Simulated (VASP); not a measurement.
Cs2B3N in VASP: the effect of strain

The system is Cs2B3N.

```xyz
6
Lattice="4.9234 0.0000 0.0000 -2.4617 4.4415 0.0000 0.0000 0.0000 5.9107" Properties=species:S:1:pos:R:3 pbc="T T T"
Cs    2.4617    1.4805    2.9805
Cs    0.0000    2.9610    2.9805
B    -1.2309    2.2207    0.0676
B     2.4617    0.0000    0.0676
B     1.2309    2.2207    0.0676
N     0.0000    0.0000    0.7519
```

The cell was built by a generator and needn't be a form met in nature.

The cell isn't the ideal one: strain = -0.04.

Alike in all runs:

```yaml
Program: VASP 6.6.1
Task: single point
Functional: PBE
Potentials_or_basis: VASP PAW PBE potentials, release 64 (Cs_sv, B, N)
Cutoff: 520 eV
k_mesh: 5 × 5 × 4
Occupations: fermi-dirac, width 0.05 eV
Spin: no spin polarisation
Strain_kind: uniaxial_x
Further_INCAR_settings: ALGO = Normal; EDIFF = 1e-06
```

Task: One run gave: pressure -1.0 GPa; largest force 0.76 eV/Å. Which strain did it use?
A. 0.04
B. -0.04
C. -0.01
D. -0.02
E. 0.01

Result: A.

```csv
strain,pressure (GPa),largest force (eV/Å)
-0.04,1.9,1.00
-0.02,1.0,0.47
-0.01,0.6,0.23
0,0.2,0.06
0.01,-0.1,0.22
0.02,-0.4,0.41
0.04,-1.0,0.76
```

Caveats: forces of over 1 eV/Å show positions far from the minimum, so gaps and moduli don't describe the material at rest (some runs).
